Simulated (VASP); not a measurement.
A VASP calculation is set up with these files.

### INCAR
```
SYSTEM = Y
PREC = Accurate
ENCUT = 400
EDIFF = 1E-6
NELM = 100
ALGO = Normal
LREAL = .FALSE.
LASPH = .TRUE.
ISMEAR = 0
SIGMA = 0.001
GGA = PE
LMAXMIX = 4
LWAVE = .FALSE.
LCHARG = .FALSE.
ISIF = 2
```

**POSCAR**
```
Y
1
    1.8250000000    -3.1609930000     0.0000000000
    1.8250000000     3.1609930000     0.0000000000
    0.0000000000     0.0000000000     5.7300000000
Y
2
Direct
  0.3333330000   0.6666670000   0.2500000000
  0.6666670000   0.3333330000   0.7500000000
```

KPOINTS:
```
Automatic mesh
0
Gamma
3 3 1
0 0 0
```

POTCAR, in this order: Y_sv (PBE.64 set). Program: vasp_std.

Output of the run:

**standard output**
```
 POSCAR found type information on POSCAR Y
 POSCAR found :  1 types and       2 ions
 Reading from existing POTCAR
 Reading from existing POTCAR
 LDA part: xc-table for (Slater+PW92), standard interpolation
 POSCAR, INCAR and KPOINTS ok, starting setup
 WAVECAR not read
 entering main loop
       N       E                     dE             d eps       ncg     rms          rms(c)
DAV:   1     0.589567180988E+02    0.58957E+02   -0.98413E+03    90   0.114E+03
DAV:   2    -0.832400945725E+01   -0.67281E+02   -0.66755E+02   125   0.224E+02
DAV:   3    -0.133520225426E+02   -0.50280E+01   -0.50157E+01   166   0.392E+01
DAV:   4    -0.134330146085E+02   -0.80992E-01   -0.80992E-01   104   0.503E+00
DAV:   5    -0.134356168087E+02   -0.26022E-02   -0.26022E-02   126   0.704E-01    0.293E+01
DAV:   6    -0.131287806463E+02    0.30684E+00   -0.40755E-01    90   0.452E+00    0.184E+01
DAV:   7    -0.130791609226E+02    0.49620E-01   -0.80338E-01   121   0.578E+00    0.292E+00
DAV:   8    -0.130642651173E+02    0.14896E-01   -0.77975E-02   111   0.175E+00    0.212E+00
DAV:   9    -0.130624690947E+02    0.17960E-02   -0.24511E-02   113   0.115E+00    0.263E+00
DAV:  10    -0.130620624006E+02    0.40669E-03   -0.22239E-03   112   0.390E-01    0.134E+00
DAV:  11    -0.130621398013E+02   -0.77401E-04   -0.48268E-03   104   0.436E-01    0.304E+00
DAV:  12    -0.130610593024E+02    0.10805E-02   -0.19751E-03   111   0.289E-01    0.123E+00
DAV:  13    -0.130607761882E+02    0.28311E-03   -0.16766E-04   125   0.785E-02    0.824E-01
DAV:  14    -0.130610209379E+02   -0.24475E-03   -0.13425E-04   111   0.648E-02    0.233E+00
DAV:  15    -0.130610197851E+02    0.11528E-05   -0.48005E-04   104   0.122E-01    0.116E+00
DAV:  16    -0.130607877250E+02    0.23206E-03   -0.10640E-04   111   0.587E-02    0.856E-01
DAV:  17    -0.130607471175E+02    0.40608E-04   -0.12074E-05   111   0.206E-02    0.225E-01
DAV:  18    -0.130607530913E+02   -0.59739E-05   -0.58429E-07    52   0.532E-03    0.472E-01
DAV:  19    -0.130607464883E+02    0.66030E-05   -0.83320E-07    52   0.523E-03    0.140E-01
DAV:  20    -0.130607458335E+02    0.65483E-06   -0.31366E-07    45   0.377E-03
   1 F= -.13060746E+02 E0= -.13060617E+02  d E =-.258580E-03
```

File OUTCAR:
```
------------------------ aborting loop because EDIFF is reached ----------------------------------------
  FORCE on cell =-STRESS in cart. coord.  units (eV):
  Direction    XX          YY          ZZ          XY          YZ          ZX
  --------------------------------------------------------------------------------------
  Total       -0.5870187     -0.5870188     -3.2040848      0.0000000      0.0000000     -0.0000000
  in kB      -14.2262841    -14.2262866    -77.6503768      0.0000000      0.0000000     -0.0000000
  external PRESSURE =     -35.3676492 kB  Pullay stress =       0.0000000 kB
  volume of cell :       66.11
      direct lattice vectors                 reciprocal lattice vectors
     1.825000000 -3.160993000  0.000000000     0.273972603 -0.158178142  0.000000000
     1.825000000  3.160993000  0.000000000     0.273972603  0.158178142  0.000000000
     0.000000000  0.000000000  5.730000000     0.000000000  0.000000000  0.174520070
 POSITION                                       TOTAL-FORCE (eV/Angst)
 -----------------------------------------------------------------------------------
      1.82500      1.05367      1.43250         0.000000      0.000000      0.000000
      1.82500     -1.05367      4.29750        -0.000000     -0.000000      0.000000
 -----------------------------------------------------------------------------------
    total drift:                                0.000000      0.000508     -0.000010
  FREE ENERGIE OF THE ION-ELECTRON SYSTEM (eV)
  ---------------------------------------------------
  free  energy   TOTEN  =       -13.0607458335 eV

  energy  without entropy=      -13.0604872535  energy(sigma->0) =      -13.06061654
```
(Selected blocks of OUTCAR.)

Q: Read input and log: which fault does this run have?
A. LSORBIT needs the non-collinear program vasp_ncl
B. the mesh has unequal divisions along equivalent axes and breaks the lattice's symmetry
C. ENCUT is too low for a cell relaxation, so Pulay stress biases the volume
D. a metal was run with a tiny SIGMA on a coarse mesh

A: D, a metal was run with a tiny SIGMA on a coarse mesh. The run ends without an error. Against the sound run, the energy per atom (σ→0) drops by 0.099 eV/atom; the pressure falls by 3.16 GPa.

To mend it, set ISMEAR = 1, set SIGMA = 0.1, correct KPOINTS.
**KPOINTS**
```
Automatic mesh
0
Gamma
9 9 5
0 0 0
```
The mended run (PBE GGA, plane waves, VASP's PBE PAW potentials (set 64)) converges, and its OSZICAR ends with
```
   1 F= -.12861795E+02 E0= -.12861621E+02  d E =-.522508E-03
```

The compound is Y in the hcp structure. The cell was not relaxed at this level.
